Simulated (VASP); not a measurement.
Data:

```
ZrS2
1.0
    1.84173    -3.18998     0.00000
    1.84173     3.18998     0.00000
    0.00000     0.00000     6.54677
Zr S
1 2
Cartesian
  0.00000   0.00000   0.00000
  1.84173   1.06333   1.45005
  1.84173  -1.06333   5.09673
```

The numbers are results of PBE GGA, VASP's PBE PAW potentials (set 64) (plane waves; VASP), not measurements. Run with 520 eV cut-off, 8×8×4 Γ-centred mesh, Gaussian smearing of 0.050 eV, potentials Zr_sv S.

Without a dispersion term in the relaxation, distances and binding between the weakly bound layers, chains or molecules are unreliable, and so is what depends on them.

### Question
Estimate the energy per atom (σ→0).

### Answer

```
Item                           Result
---------------------  --------------
energy per atom (σ→0)  -7.147 eV/atom
```

Total energies compare only between runs with the same potentials, cut-off and functional.

The compound is ZrS2 in the 1T layered structure. It was relaxed first, which changed the volume by +14 %. The start is the result of an earlier pass.
